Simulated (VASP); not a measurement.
An input for Ansatz (written as the equivalent of a VASP run, and not itself run):

Ansatz 0.2 input:
```yaml
crystal:
  lattice:
    - [-2.6975440, 2.6975440, 1.4718120]
    - [2.6975440, -2.6975440, 1.4718120]
    - [2.6975440, 2.6975440, -1.4718120]
  atoms:
    - { symbol: Se, position: [0.7500000, 0.2500000, 0.5000000] }
    - { symbol: Se, position: [0.0000000, 0.0000000, 0.0000000] }
kpoints:
  mp_grid: { grid: [9, 9, 9] }
hamiltonian:
  xc: r2scan
  pseudopotentials: { kind: paw }
scf:
  occupations: { method: gaussian, width: 0.05 }
  max_iter: 100
relax:
  max_steps: 60
  f_tol: 0.01
  cell: {}
output: { forces: true, stress: true, eigenvalues: true }
```

**Question.** Translate this input to VASP (INCAR, KPOINTS, POSCAR, choice of POTCAR).

**Answer.** Several could match; the one computed here: 
KPOINTS:
```
Automatic mesh
0
Gamma
9 9 9
0 0 0
```

**POSCAR**
```
Se
1
   -2.6975440000     2.6975440000     1.4718120000
    2.6975440000    -2.6975440000     1.4718120000
    2.6975440000     2.6975440000    -1.4718120000
Se
2
Direct
  0.7500000000   0.2500000000   0.5000000000
  0.0000000000   0.0000000000   0.0000000000
```

### INCAR
```
! general
SYSTEM  = Se
PREC    = Accurate
ENCUT   = 400
LREAL   = .FALSE.
LASPH   = .TRUE.

! electronic loop
EDIFF   = 1E-6
NELM    = 100
ALGO    = Normal
LMAXMIX = 4
LMIXTAU = .TRUE.

! smearing
ISMEAR  = 0
SIGMA   = 0.05

! functional
METAGGA = R2SCAN

! ions
IBRION  = 2
NSW     = 60
ISIF    = 3
EDIFFG  = -0.01

! output
LWAVE   = .FALSE.
LCHARG  = .FALSE.
```

POTCAR, in this order: Se (PBE.64 set). Program: vasp_std.

What does not carry over: each code has its own PAW files, so the cut-off isn't converted (ENCUT is set for VASP's; basis.ecutwfc is left out, and Ansatz then takes the one that its files recommend); Ansatz stops its SCF on the density residual and VASP on the energy change (EDIFF).

The structure was generated: Se was put into the beta-Sn type (I4_1/amd), which need not be its known phase. This run relaxes it. Symmetry was kept, so distortions that lower it aren't found.
